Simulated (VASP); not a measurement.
A run of VASP 6.6.1 is set up as follows.

File INCAR:

```
ALGO     = Normal         # electronic algorithm
DIPOL    = 0.5 0.5 0.500
EDIFF    = 1E-6           # SCF threshold, eV
ENCUT    = 520            # plane-wave cutoff, eV
GGA      = PE             # functional
ICORELEVEL= 1            
IDIPOL   = 3            
ISIF     = 2              # what is computed and relaxed
ISMEAR   = 1              # smearing method
LASPH    = T              # aspherical terms in the spheres
LCHARG   = F              # write CHGCAR
LDIPOL   = T            
LREAL    = F              # projectors in reciprocal space
LVACPOTAV= T            
LVHAR    = T            
LWAVE    = F              # write WAVECAR
NBANDS   = 22             # bands
NELM     = 80             # most SCF steps
PREC     = Accurate       # precision mode
SIGMA    = 0.1            # smearing width, eV
```

File KPOINTS:

```
k-points
0
Gamma
  15 15 1
```

Contents of POSCAR:

```
Pt
1.0
    2.8050756300      0.0000000000      0.0000000000
   -1.4025378200      2.4292667600      0.0000000000
    0.0000000000      0.0000000000     19.5806693200
Pt
3
Direct
    0.6666666700      0.3333333300      0.3830308300
    0.3333333300      0.6666666700      0.5000000000
    0.0000000000      0.0000000000      0.6169691700
```

Potentials or basis: VASP PAW PBE potentials, release 64 (Pt).

Run with:

```sh
$ cat potpaw_PBE.64/Pt/POTCAR > POTCAR
$ mpirun -np 1 vasp_std > vasp.out
```

(1) Estimate the work function of the upper face.

(2) Estimate the largest force.

Results:

(1) 5.84 eV.

(2) 0.095 eV/Å.
